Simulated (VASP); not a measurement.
## TiCl4: relaxation of the atoms with LDA

Molecule: TiCl4, in a box.

```
CELL_PARAMETERS angstrom
13.00000 0.00000 0.00000
0.00000 13.00000 0.00000
0.00000 0.00000 13.00000
ATOMIC_POSITIONS crystal
Ti 0.50000 0.50000 0.50000
Cl 0.59637 0.59637 0.59637
Cl 0.59637 0.40363 0.40363
Cl 0.40363 0.59637 0.40363
Cl 0.40363 0.40363 0.59637
```

| Property | Result |
| --- | --- |
| Program | VASP 6.6.1 |
| Task | relaxation of the atoms |
| Functional | LDA |
| Potentials or basis | VASP PAW LDA potentials, release 64 (Ti_sv, Cl) |
| Cutoff | 520 eV |
| k mesh | 1 × 1 × 1 |
| Occupations | gaussian, width 0.03 eV |
| Spin | no spin polarisation |
| Dipole correction | no |
| Further INCAR settings | ALGO = Fast; EDIFF = 1e-06; IBRION = 2; EDIFFG = -0.01; NSW = 80 |

| Item | Value |
| --- | --- |
| Energy gained by relaxing | 3.1 meV/atom |
| Ionic steps | 3 |
| Gap between the frontier levels | 3.76 eV |

Step by step:
```tsv
step	energy change (eV)	largest force (eV/Å)	pressure (GPa)
1	0.0000	0.3750	-0.08
2	-0.0152	0.0420	-0.01
3	-0.0154	0.0010	0.00
```

Final structure:
```xyz
5
Lattice="13.0000 0.0000 0.0000 0.0000 13.0000 0.0000 0.0000 0.0000 13.0000" Properties=species:S:1:pos:R:3 pbc="T T T"
Ti    6.5000    6.5000    6.5000
Cl    7.7411    7.7411    7.7411
Cl    7.7411    5.2589    5.2589
Cl    5.2589    7.7411    5.2589
Cl    5.2589    5.2589    7.7411
```

Levels at points of the mesh, in eV from the valence-band top:
| k point | band 17 | band 18 | band 19 | band 20 | band 21 | band 22 | band 23 | band 24 |
| --- | --- | --- | --- | --- | --- | --- | --- | --- |
| (0.00, 0.00, 0.00) | -0.87 | 0.00 | 0.00 | 0.00 | 3.76 | 3.76 | 4.59 | 4.59 |

Run time: 2.2 min on 1 thread of Intel(R) Xeon(R) 6975P-C (Granite Rapids), on a shared host, peak memory 1.1 GiB.
